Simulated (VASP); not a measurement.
# Ti4Hg3PbO12 (Imm2) in VASP: further runs

The runs below take Ti4Hg3PbO12 through relaxation of cell and atoms, with PBE.

All numbers are computed with VASP 6.6.1; they aren't measurements. Logs are shortened: lines on timing, memory, paths and dates and some standing lists are left out, and cuts for length are marked.

## Step 1: The structure

Symmetry: Imm2, No. 44, orthorhombic system. The conventional cell has a = 7.704 Å, b = 7.757 Å, c = 7.702 Å, α = 90.00°, β = 90.00°, γ = 90.00°. Pb (site symmetry mm2) is surrounded by 12 O at 2.57 to 2.91 Å. Hg (site symmetry mm2) has 4 O at 2.33 to 2.58 Å as nearest neighbours. Hg (site symmetry mm2) is surrounded by 4 O at 2.18 to 2.22 Å. Around Hg (site symmetry mm2) lie 6 O at 2.36 to 2.55 Å. Around Ti (site symmetry 1) lie 6 O at 1.85 to 2.10 Å. Around O (site symmetry m) lie 2 Ti at 1.90 Å. O (site symmetry 1) has 2 Ti at 1.93 to 2.01 Å as nearest neighbours. O (site symmetry m) has 2 Ti at 1.85 Å as nearest neighbours.

The cell comes from a database or a generator and needn't be the stable form of this composition.

## Step 2: Relaxation of cell and atoms, PBE

Contents of INCAR:

```
PREC = Accurate
ENCUT = 300
EDIFF = 1E-6
ISMEAR = 0
SIGMA = 0.03
LREAL = False
LASPH = True
NELM = 80
ALGO = Normal
ISIF = 3
LWAVE = False
LCHARG = False
GGA = PE
IBRION = 2
NSW = 90
EDIFFG = -0.01
```

Contents of KPOINTS:

```
Automatic mesh
0
Gamma
  3 3 3
```

Contents of POSCAR:

```
Ti4Hg3PbO12
1.0
   -3.8520000000      3.8784000000      3.8509500000
    3.8520000000     -3.8784000000      3.8509500000
    3.8520000000      3.8784000000     -3.8509500000
Pb Hg Ti O
1 3 4 12
Direct
    0.0000000000      0.0000000000      0.0000000000
    0.0000000000      0.5000000000      0.5000000000
    0.5000000000      0.5000000000      0.0000000000
    0.5000000000      0.0000000000      0.5000000000
    0.9898000000      0.9941000000      0.4749000000
    0.5192000000      0.5149000000      0.5251000000
    0.5192000000      0.9941000000      0.0043000000
    0.9898000000      0.5149000000      0.9957000000
    0.9061000000      0.7095000000      0.1966000000
    0.5129000000      0.7095000000      0.8034000000
    0.2780000000      0.2097000000      0.4889000000
    0.7208000000      0.7891000000      0.5111000000
    0.7208000000      0.2097000000      0.9317000000
    0.2780000000      0.7891000000      0.0683000000
    0.7473000000      0.0275000000      0.2802000000
    0.7473000000      0.4671000000      0.7198000000
    0.1014000000      0.3022000000      0.7992000000
    0.5030000000      0.3022000000      0.2008000000
    0.1963000000      0.9267000000      0.7304000000
    0.1963000000      0.4659000000      0.2696000000
```

Potentials or basis: VASP PAW PBE potentials, release 64 (Pb_d, Hg, Ti_sv, O_s).

Launch:

```
$ cat potpaw_PBE.64/Pb_d/POTCAR potpaw_PBE.64/Hg/POTCAR potpaw_PBE.64/Ti_sv/POTCAR potpaw_PBE.64/O_s/POTCAR > POTCAR
$ mpirun -np 8 vasp_std > vasp.out
```

OUTCAR:

```text
PREC = Accurate
   ENCUT = 300
   EDIFF = 1E-6
   ISMEAR = 0
   LREAL = False
   LASPH = True
   NELM = 80
   ISIF = 3
   GGA = PE
   IBRION = 2
   NSW = 90
   EDIFFG = -0.01

 ion  position               nearest neighbor table
   1  0.000  0.000  0.000-  20 2.57  19 2.57  13 2.70  12 2.70  14 2.70  11 2.70   9 2.71  10 2.71
                            18 2.80  17 2.80  15 2.91  16 2.91   5 3.21   6 3.21   8 3.21   7 3.21
   2  0.000  0.500  0.500-  19 2.33  20 2.33  16 2.58  15 2.58  17 2.78  18 2.78   9 2.85  10 2.85
                             5 3.31   7 3.31   8 3.31   6 3.31   6 3.39   7 3.39   8 3.39   5 3.39
   3  0.500  0.500  0.000-  17 2.18  18 2.18  10 2.22   9 2.22  12 2.82  13 2.82  14 2.82  11 2.82
                            16 2.88  15 2.88   6 3.25   5 3.25   8 3.25   7 3.25   1 3.85   1 3.85
   4  0.500  0.000  0.500-  13 2.36  14 2.36  11 2.36  12 2.36  15 2.55  16 2.55  20 2.94  19 2.94
                             6 3.35   8 3.35   7 3.35   5 3.35   5 3.35   7 3.35   8 3.35   6 3.35
   5  0.990  0.994  0.475-  15 1.85   9 1.90  11 1.93  12 2.01  17 2.10  19 2.10   1 3.21   3 3.25
                             2 3.31   4 3.35   4 3.35   2 3.39   1 3.48
   6  0.519  0.515  0.525-  16 1.85  10 1.90  12 1.93  11 2.01  18 2.10  20 2.10   1 3.21   3 3.25
                             2 3.31   4 3.35   4 3.35   2 3.39   1 3.48
   7  0.519  0.994  0.004-  15 1.85  10 1.90  13 1.93  14 2.01  18 2.10  19 2.10   1 3.21   3 3.25
                             2 3.31   4 3.35   4 3.35   2 3.39   1 3.48
   8  0.990  0.515  0.996-  16 1.85   9 1.90  14 1.93  13 2.01  17 2.10  20 2.10   1 3.21   3 3.25
                             2 3.31   4 3.35   4 3.35   2 3.39   1 3.48
   9  0.906  0.709  0.197-   8 1.90   5 1.90   3 2.22   1 2.71   2 2.85
  10  0.513  0.709  0.803-   6 1.90   7 1.90   3 2.22   1 2.71   2 2.85
  11  0.278  0.210  0.489-   5 1.93   6 2.01   4 2.36   1 2.70   3 2.82
  12  0.721  0.789  0.511-   6 1.93   5 2.01   4 2.36   1 2.70   3 2.82
  13  0.721  0.210  0.932-   7 1.93   8 2.01   4 2.36   1 2.70   3 2.82
  14  0.278  0.789  0.068-   8 1.93   7 2.01   4 2.36   1 2.70   3 2.82
  15  0.747  0.028  0.280-   5 1.85   7 1.85   4 2.55   2 2.58   3 2.88   1 2.91
  16  0.747  0.467  0.720-   6 1.85   8 1.85   4 2.55   2 2.58   3 2.88   1 2.91
  17  0.101  0.302  0.799-   8 2.10   5 2.10   3 2.18   2 2.78   1 2.80
  18  0.503  0.302  0.201-   7 2.10   6 2.10   3 2.18   2 2.78   1 2.80
  19  0.196  0.927  0.730-   7 2.10   5 2.10   2 2.33   1 2.57   4 2.94
  20  0.196  0.466  0.270-   8 2.10   6 2.10   2 2.33   1 2.57   4 2.94

  LATTYP: Found a body centered orthorhombic cell.
 ALAT       =     7.7019000000
 B/A-ratio  =     1.0002726600
 C/A-ratio  =     1.0071281112

  Lattice vectors:

 A1 = (   3.8520000000,  -3.8784000000,   3.8509500000)
 A2 = (  -3.8520000000,  -3.8784000000,  -3.8509500000)
 A3 = (   3.8520000000,   3.8784000000,  -3.8509500000)

Analysis of symmetry for initial positions (statically):
=====================================================================
 Subroutine PRICEL returns:
 Original cell was already a primitive cell.

 Routine SETGRP: Setting up the symmetry group for a
 body centered orthorhombic supercell.
[... 175 lines left out ...]
 NGX is ok and might be reduce to    40
   NGX = 19   NGY = 19   NGZ = 19

--------------------------------------- Ionic step        1  -------------------------------------------

 number of electron     169.9999954 magnetization

 Free energy of the ion-electron system (eV)
  ---------------------------------------------------
  ext. energy  EPLUGINS =         0.00000000
  ---------------------------------------------------
  free energy    TOTEN  =      -132.08994389 eV

  energy without entropy =     -132.08994389  energy(sigma->0) =     -132.08994389

------------------------ aborting loop because EDIFF is reached ----------------------------------------

  FORCE on cell =-STRESS in cart. coord.  units (eV):
  Direction    XX          YY          ZZ          XY          YZ          ZX
  --------------------------------------------------------------------------------------
  -------------------------------------------------------------------------------------
  Total       10.1006289     14.2912376     10.9120192      0.0000000      0.0000000      0.0000000
  in kB       70.3221675     99.4978449     75.9711947      0.0000000      0.0000000      0.0000000
  external PRESSURE =      81.9304023 kB  Pullay stress =       0.0000000 kB
[... 143 lines left out ...]
  FREE ENERGIE OF THE ION-ELECTRON SYSTEM (eV)
  ---------------------------------------------------
  free  energy   TOTEN  =      -133.4115108979 eV

  energy  without entropy=     -133.4115108979  energy(sigma->0) =     -133.41151090

[... ionic steps 4 to 29 ...]

--------------------------------------- Ionic step       30  -------------------------------------------

 number of electron     170.0000027 magnetization

------------------------ aborting loop because EDIFF is reached ----------------------------------------
[... 103 lines left out ...]
--------------------------------------- Ionic step       32  -------------------------------------------

 number of electron     170.0000027 magnetization

 Free energy of the ion-electron system (eV)
  ---------------------------------------------------
  ext. energy  EPLUGINS =         0.00000000
  ---------------------------------------------------
  free energy    TOTEN  =      -134.07934914 eV

  energy without entropy =     -134.07934914  energy(sigma->0) =     -134.07934914

 E-fermi :   4.8023     XC(G=0): -11.6264

 val. band max:        4.5953010736   @ k =  -0.3333   0.3333   0.3333
 cond. band min:       6.5754921534   @ k =  -0.3333  -0.3333   0.3333
 fundamental gap:      1.9801910798
 Fermi energy:         4.8023264958

 k-point     1 :       0.0000    0.0000    0.0000
  band No.  band energies     occupation
      1     -52.1497      2.00000
      2     -52.1469      2.00000
      3     -52.1468      2.00000
      4     -52.1466      2.00000
      5     -28.4700      2.00000
      6     -28.4700      2.00000
[... 789 lines left out ...]
     96       8.1548      0.00000
     97       8.1607      0.00000
 [bands above 97 left out]

------------------------ aborting loop because EDIFF is reached ----------------------------------------

  FORCE on cell =-STRESS in cart. coord.  units (eV):
  Direction    XX          YY          ZZ          XY          YZ          ZX
  --------------------------------------------------------------------------------------
  -------------------------------------------------------------------------------------
  Total       -0.0011847      0.0050650      0.0522131      0.0000000      0.0000000      0.0000000
  in kB       -0.0080090      0.0342422      0.3529905      0.0000000      0.0000000      0.0000000
  external PRESSURE =       0.1264079 kB  Pullay stress =       0.0000000 kB
[... 35 lines left out ...]
  FREE ENERGIE OF THE ION-ELECTRON SYSTEM (eV)
  ---------------------------------------------------
  free  energy   TOTEN  =      -134.0793491351 eV

  energy  without entropy=     -134.0793491351  energy(sigma->0) =     -134.07934914

 reached required accuracy - stopping structural energy minimisation
```

Run time: 11 min. Hardware: 8 MPI ranks of AMD EPYC 7R43 (Zen 3), shared host; peak memory 0.12 GiB.

The run converged, but some of its settings lie outside the range that counts as converged, so its numbers aren't taken as properties of the crystal.

Results:

| Quantity | Value |
| --- | --- |
| Free energy | -134.0793 eV |
| Relaxed volume | 11.85 Å³/atom |
| Relaxed cell | a = 6.752 Å, b = 6.752 Å, c = 6.752 Å, α = 109.78°, β = 109.71°, γ = 108.93° |
| Space group after relaxing (to 0.05 Å) | Imm2 (No. 44) |
| Energy gained by relaxing | 99.5 meV/atom |
| Ionic steps | 32 |
| Largest force after relaxing | 0.008 eV/Å |
| Band gap on the k mesh | 1.98 eV, indirect (least direct gap 2.00 eV) |

Caveat: the cutoff is under 1.25 times the usual one of these potentials, so pressure, stress and relaxed cells hold a basis-set (Pulay) error; spin-orbit coupling is left out, which as a rule narrows the gap of such compounds by several tenths of an eV; an odd mesh through Γ misses points on the zone boundary, where band edges often lie.

## Step 3: Relaxation of cell and atoms, PBE

This run uses another cell than the first one, of 11.85 Å³/atom, 1.030 times its volume.

INCAR: that of step 2 with these lines changed.

```diff
@@ -2,3 +2,3 @@
 ENCUT = 300
-EDIFF = 1E-6
+EDIFF = 1E-7
 ISMEAR = 0
@@ -15,2 +15,2 @@
 NSW = 90
-EDIFFG = -0.01
+EDIFFG = -0.005
```

KPOINTS is that of step 2.

Contents of POSCAR:

```
Ti4Hg3PbO12                             
1.0
   -3.8838019426      3.8869638605      3.9246348157
    3.8838019426     -3.8869638605      3.9246348157
    3.8838019426      3.8869638605     -3.9246348157
  Pb              Hg              Ti              O             
     1     3     4    12
Direct
     0.0080944008065130    0.0080944008065130    0.0000000000000000
     0.9934427259898678    0.4934427259898676    0.5000000000000000
     0.4970972877547049    0.4970972877547049    0.0000000000000000
     0.5151204987747627    0.0151204987747624    0.5000000000000000
     0.0088172903845586    0.0019973016330452    0.4987113844060859
     0.5032859172269523    0.5101059059784655    0.5012886155939141
     0.5032859172269523    0.0019973016330452    0.9931800112484865
     0.0088172903845586    0.5101059059784655    0.0068199887515134
     0.9155166541744323    0.7076598933703230    0.2078567608041020
     0.4998031325662213    0.7076598933703230    0.7921432391958978
     0.2744997242774879    0.1969048433377191    0.4910448565419522
     0.7058599867957669    0.7834548677355355    0.5089551434580477
     0.7058599867957669    0.1969048433377191    0.9224051190602316
     0.2744997242774879    0.7834548677355355    0.0775948809397686
     0.7830079995927750    0.0694253938859020    0.2864173942931268
     0.7830079995927750    0.4965906052996479    0.7135826057068725
     0.0704838581990894    0.2754162334025710    0.7950676247965186
     0.4803486086060524    0.2754162334025710    0.2049323752034816
     0.1976754982866386    0.9139942202431813    0.7163187219565500
     0.1976754982866386    0.4813567763300889    0.2836812780434502
```

Potentials or basis: VASP PAW PBE potentials, release 64 (Pb_d, Hg, Ti_sv, O_s).

Launch:

```
$ cat potpaw_PBE.64/Pb_d/POTCAR potpaw_PBE.64/Hg/POTCAR potpaw_PBE.64/Ti_sv/POTCAR potpaw_PBE.64/O_s/POTCAR > POTCAR
$ mpirun -np 8 vasp_std > vasp.out
```

Run time: 5.6 min. Hardware: 8 MPI ranks of AMD EPYC 7R43 (Zen 3), shared host; peak memory 0.12 GiB.

The run converged, but some of its settings lie outside the range that counts as converged, so its numbers aren't taken as properties of the crystal.

Results:

```yaml
Free_energy: -134.1853 eV
Relaxed_volume: 11.89 Å³/atom
Relaxed_cell: a = 6.760 Å, b = 6.760 Å, c = 6.760 Å, α = 109.84°, β = 109.83°, γ = 108.74°
Space_group_after_relaxing_to_0.05_Å: Imm2 (No. 44)
Energy_gained_by_relaxing: 0.1 meV/atom
Ionic_steps: 15
Largest_force_after_relaxing: 0.004 eV/Å
Band_gap_on_the_k_mesh: 2.00 eV, indirect (least direct gap 2.01 eV)
```

Caveat: the cutoff is under 1.25 times the usual one of these potentials, so pressure, stress and relaxed cells hold a basis-set (Pulay) error; spin-orbit coupling is left out, which as a rule narrows the gap of such compounds by several tenths of an eV; an odd mesh through Γ misses points on the zone boundary, where band edges often lie.
